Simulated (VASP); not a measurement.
All values below come from PBEsol GGA, VASP's PBE PAW potentials (set 64) (plane waves; VASP).

A VASP calculation is set up with these files.

File POSCAR:
```
BN
1
    0.0000000000     1.8075000000     1.8075000000
    1.8075000000     0.0000000000     1.8075000000
    1.8075000000     1.8075000000     0.0000000000
B N
1 1
Direct
  0.0000000000   0.0000000000   0.0000000000
  0.7500000000   0.7500000000   0.7500000000
```

KPOINTS:
```
Automatic mesh
0
Gamma
11 11 11
0 0 0
```

INCAR:
```
LREAL = .False.
PREC = Accurate
LWAVE = .False.
NSW = 60   ! most ionic steps
NELM = 100   ! most electronic steps
ENCUT = 530   ! plane-wave cut-off (eV)
EDIFFG = -0.01   ! ionic stop
IBRION = 2   ! conjugate gradients
SIGMA = 0.05
ISIF = 3
GGA = PS
ALGO = Normal   ! blocked Davidson
EDIFF = 1E-6   ! SCF stop (eV)
LCHARG = .False.
LASPH = .True.   ! aspherical one-centre terms
SYSTEM = BN
ISMEAR = 0   ! Gaussian
```

POTCAR, in this order: B N (PBE.64 set). Program: vasp_std.

The resulting files:

**OSZICAR**
```
       N       E                     dE             d eps       ncg     rms          rms(c)
DAV:   1     0.930339238736E+01    0.93034E+01   -0.53105E+03   912   0.102E+03
DAV:   2    -0.190915993717E+02   -0.28395E+02   -0.27762E+02  1280   0.176E+02
DAV:   3    -0.192913739503E+02   -0.19977E+00   -0.19977E+00  1024   0.187E+01
DAV:   4    -0.192915767069E+02   -0.20276E-03   -0.20276E-03  1192   0.511E-01
DAV:   5    -0.192915767970E+02   -0.90109E-07   -0.90110E-07   984   0.846E-03    0.655E+00
DAV:   6    -0.184521873732E+02    0.83939E+00   -0.31430E+00  1136   0.129E+01    0.327E+00
DAV:   7    -0.183673635019E+02    0.84824E-01   -0.96713E-02  1184   0.289E+00    0.187E+00
DAV:   8    -0.183466649055E+02    0.20699E-01   -0.40886E-02  1000   0.168E+00    0.178E-01
DAV:   9    -0.183466788639E+02   -0.13958E-04   -0.41007E-04   912   0.227E-01    0.740E-02
DAV:  10    -0.183466951437E+02   -0.16280E-04   -0.73865E-05  1272   0.885E-02    0.132E-02
DAV:  11    -0.183466966774E+02   -0.15338E-05   -0.32814E-06   976   0.162E-02    0.542E-03
DAV:  12    -0.183466966704E+02    0.70203E-08   -0.83408E-07   448   0.754E-03
   1 F= -.18346697E+02 E0= -.18346697E+02  d E =-.183467E+02
       N       E                     dE             d eps       ncg     rms          rms(c)
DAV:   1    -0.183493319196E+02   -0.26352E-02   -0.84089E-02   984   0.301E+00    0.375E-01
DAV:   2    -0.183468099330E+02    0.25220E-02   -0.11589E-02  1032   0.842E-01    0.100E-01
DAV:   3    -0.183466923958E+02    0.11754E-03   -0.31749E-04  1048   0.184E-01    0.412E-02
DAV:   4    -0.183466570007E+02    0.35395E-04   -0.51798E-05  1032   0.645E-02    0.121E-02
DAV:   5    -0.183466567768E+02    0.22388E-06   -0.16436E-06   856   0.113E-02
   2 F= -.18346657E+02 E0= -.18346657E+02  d E =0.398936E-04
       N       E                     dE             d eps       ncg     rms          rms(c)
DAV:   1    -0.183479343501E+02   -0.12773E-02   -0.21487E-02   960   0.152E+00    0.190E-01
DAV:   2    -0.183472843145E+02    0.65004E-03   -0.30144E-03  1016   0.429E-01    0.506E-02
DAV:   3    -0.183472535826E+02    0.30732E-04   -0.81110E-05  1048   0.932E-02    0.208E-02
DAV:   4    -0.183472434552E+02    0.10127E-04   -0.13442E-05  1032   0.327E-02    0.603E-03
DAV:   5    -0.183472431165E+02    0.33876E-06   -0.43754E-07   504   0.582E-03
   3 F= -.18347243E+02 E0= -.18347243E+02  d E =-.546446E-03
```

File OUTCAR:
```
------------------------ aborting loop because EDIFF is reached ----------------------------------------
  FORCE on cell =-STRESS in cart. coord.  units (eV):
  Direction    XX          YY          ZZ          XY          YZ          ZX
  --------------------------------------------------------------------------------------
  Total        0.0002216      0.0002216      0.0002216      0.0000000     -0.0000000      0.0000000
  in kB        0.0302485      0.0302485      0.0302485      0.0000000     -0.0000000      0.0000000
  external PRESSURE =       0.0302485 kB  Pullay stress =       0.0000000 kB
  volume of cell :       11.74
      direct lattice vectors                 reciprocal lattice vectors
    -0.000000000  1.803747776  1.803747776    -0.277200619  0.277200619  0.277200619
     1.803747776 -0.000000000  1.803747776     0.277200619 -0.277200619  0.277200619
     1.803747776  1.803747776 -0.000000000     0.277200619  0.277200619 -0.277200619
  FREE ENERGIE OF THE ION-ELECTRON SYSTEM (eV)
  ---------------------------------------------------
  free  energy   TOTEN  =       -18.3472431165 eV

  energy  without entropy=      -18.3472431165  energy(sigma->0) =      -18.34724312

 reached required accuracy - stopping structural energy minimisation
```
(Selected blocks of OUTCAR.)

### CONTCAR
```
BN
   1.00000000000000
    -0.0000000000000000    1.8037477762555709    1.8037477762555709
     1.8037477762555709   -0.0000000000000000    1.8037477762555709
     1.8037477762555709    1.8037477762555709   -0.0000000000000000
  B               N
     1     1
Direct
     0.0000000000000000    0.0000000000000000    0.0000000000000000
     0.7500000000000000    0.7500000000000000    0.7500000000000000
```

### OUTCAR
```
 val. band max:        7.4398711906   @ k =   0.0000   0.0000   0.0000

 cond. band min:      11.8297043935   @ k =   0.4545   0.4545   0.0000


 Fermi energy:         7.7029245684

 k-point     1 :       0.0000    0.0000    0.0000
  band No.  band energies     occupation
      1     -12.8844      2.00000
      2       7.4399      2.00000
      3       7.4399      2.00000
      4       7.4399      2.00000
      5      16.2307      0.00000
      6      16.2307      0.00000
      7      16.2307      0.00000
      8      17.8081      0.00000

 k-point     2 :       0.0909    0.0000    0.0000
  band No.  band energies     occupation
      1     -12.6813      2.00000
      2       6.3576      2.00000
      3       7.2238      2.00000
      4       7.2238      2.00000
      5      16.4703      0.00000
      6      16.5570      0.00000
      7      16.5570      0.00000
      8      18.4781      0.00000

 k-point     3 :       0.1818    0.0000    0.0000
  band No.  band energies     occupation
      1     -12.0805      2.00000
      2       3.9520      2.00000
      3       6.7174      2.00000
      4       6.7174      2.00000
      5      16.8242      0.00000
      6      17.2751      0.00000
      7      17.2751      0.00000
      8      19.9554      0.00000

 k-point     4 :       0.2727    0.0000    0.0000
  band No.  band energies     occupation
      1     -11.1167      2.00000
      2       1.2216      2.00000
      3       6.1667      2.00000
      4       6.1667      2.00000
      5      17.1655      0.00000
      6      17.8727      0.00000
      7      17.8727      0.00000
      8      21.2938      0.00000

 k-point     5 :       0.3636    0.0000    0.0000
  band No.  band energies     occupation
      1      -9.8939      2.00000
      2      -1.3129      2.00000
      3       5.7374      2.00000
      4       5.7374      2.00000
      5      17.4428      0.00000
      6      18.0949      0.00000
      7      18.0949      0.00000
...
```

The compound is BN in the zinc blende structure. This run relaxes it. Symmetry was kept, so distortions that lower it aren't found.
